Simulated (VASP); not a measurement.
These are PBE GGA with spin-orbit coupling, VASP's PBE PAW potentials (set 64) (plane waves; VASP) values and carry that method's errors.

A VASP calculation is set up with these files.

**POSCAR**
```
IrAu
4.557940
  0.3129830581   0.1807007113   1.0000000000
 -0.3129830581   0.1807007113   1.0000000000
  0.0000000000  -0.3614016420   1.0000000000
Ir Au
1 1
Cart
  0.0000000000   0.0000000000   0.0000000000
  0.0000000000  -0.0000001097   1.5000000000
```

INCAR:
```
! general
SYSTEM        = IrAu
PREC          = Accurate
ENCUT         = 300   ! plane-wave cut-off (eV)
LREAL         = .False.
LASPH         = .True.   ! aspherical one-centre terms

! electronic loop
EDIFF         = 1E-6   ! SCF stop (eV)
NELM          = 100   ! most electronic steps
ALGO          = Normal   ! blocked Davidson
LMAXMIX       = 6   ! l cut-off of mixed one-centre charges

! smearing
ISMEAR        = -1
SIGMA         = 0.1

! functional
GGA           = PE
GGA_COMPAT    = .False.

! spin
MAGMOM        = 6*0.0
LSORBIT       = .True.
LNONCOLLINEAR = .True.

! ions
ISIF          = 2   ! forces and stress, cell fixed

! output
LWAVE         = .False.
LCHARG        = .False.
LORBIT        = 11   ! lm-projected
```

KPOINTS:
```
Automatic mesh
0
Gamma
11 11 11
0 0 0
```

POTCAR, in this order: Ir Au (PBE.64 set). Program: vasp_ncl.

At this cut-off the stress carries a Pulay error, which pulls relaxed volumes low.

**Question.** What does the run give for the energy per atom (σ→0), band gap (on the k-mesh)?

**Answer.** 
| Item | Result |
|---|---|
| energy per atom (σ→0) | -6.045 eV/atom |
| band gap (on the k-mesh) | none (metal, semimetal or under 0.01 eV) |

OSZICAR:
```
...
DAV:   7    -0.122172541576E+02    0.60380E-01   -0.13057E+00  9480   0.191E+01    0.599E+00
DAV:   8    -0.121284023399E+02    0.88852E-01   -0.40646E-01 11396   0.105E+01    0.270E+00
DAV:   9    -0.121256224879E+02    0.27799E-02   -0.18861E-02  8880   0.131E+00    0.902E-01
DAV:  10    -0.121237066310E+02    0.19159E-02   -0.61699E-03  8712   0.104E+00    0.143E-01
DAV:  11    -0.121237131842E+02   -0.65532E-05   -0.41424E-04  9128   0.206E-01    0.568E-02
DAV:  12    -0.121237155902E+02   -0.24060E-05   -0.11641E-05  9516   0.333E-02    0.272E-02
DAV:  13    -0.121237162870E+02   -0.69680E-06   -0.24517E-06  7888   0.264E-02
   1 F= -.12123716E+02 E0= -.12090226E+02  d E =-.669812E-01  mag=     0.0000    -0.0000    -0.0000
```

The structure was generated: IrAu was put into an ordered model structure, which need not be its known phase. The cell was not relaxed at this level. The run is one of a series of settings (GGA_COMPAT = .FALSE., LNONCOLLINEAR = .TRUE., LSORBIT = .TRUE., MAGMOM = 0.0 0.0 0.0 0.0 0.0 0.0, program vasp_ncl against the base run), some of them coarse on purpose.
